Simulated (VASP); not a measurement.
Molecule: GeH4, in a box.

```xyz
5
Lattice="12.8009 0.0000 0.0000 0.0000 13.3009 0.0000 0.0000 0.0000 13.8009" Properties=species:S:1:pos:R:3 pbc="T T T"
Ge    6.4004    6.7004    6.9004
H     5.1314    6.2049    6.1969
H     6.1070    6.9194    8.3894
H     7.5114    5.6549    6.7469
H     6.8520    8.0226    6.2686
```

Base run:

* Program: VASP 6.6.1
* Functional: PBE
* Potentials or basis: VASP PAW PBE potentials, release 64 (Ge_d, H)
* Cutoff: 400 eV
* k mesh: 1 × 1 × 1
* Occupations: gaussian, width 0.01 eV
* Spin: no spin polarisation

Its results: gap between the frontier levels 7.49 eV.

Question: The run is repeated on the same cell with these changes: functional from PBE to optB86b-vdW. What comes out?

Answer: Gap between the frontier levels 7.26 eV.

